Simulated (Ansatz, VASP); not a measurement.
CaAl4O: VASP beside Ansatz

```
Ca Al O
1.0
     5.58571    0.00000    0.00000
    -2.79286    4.83737    0.00000
     0.00000    0.00000    4.03149
Ca Al O
1 4 1
Direct
  0.00000 0.00000 0.00000
  0.66667 0.33333 0.00000
  0.01848 0.50924 0.50000
  0.49076 0.50924 0.50000
  0.49076 0.98152 0.50000
  0.33333 0.66667 0.00000
```

Change from the starting cell: species swapped into the HoCo4Ni type (P-6m2, No. 187).

Alike in both runs: functional PBE; k mesh 6 × 6 × 4; occupations gaussian, width 0.1 eV; no spin polarisation.

Ansatz relaxed the structure, and its values are those at the end. VASP's run is a single point on that final structure, the one shown.

```csv
,VASP,Ansatz
version,VASP 6.6.1,Ansatz 0.2.0
potentials or method,"VASP PAW PBE potentials, release 64 (Ca_sv, Al, O)","scalar-relativistic, plane waves, PAW"
plane-wave cutoff (eV),520,420
valence electrons in the cell,28,28
```

|  | VASP | Ansatz | Ansatz less VASP |
| --- | --- | --- | --- |
| gap on the k mesh at the Fermi level (eV) | none | none | - |
| pressure (GPa) | 0.2 | 0.2 | 0.00 |
| rms of the force components (eV/Å) | 0.014 | 0.014 | +0.0006 |

A gap of «none» marks a metal or a gap that the smearing closes. With one functional, cell and mesh, what is left measures potentials, basis and numerics.

Caveats: the k mesh is coarse (spacing up to 0.39 Å⁻¹), so the values aren't converged.
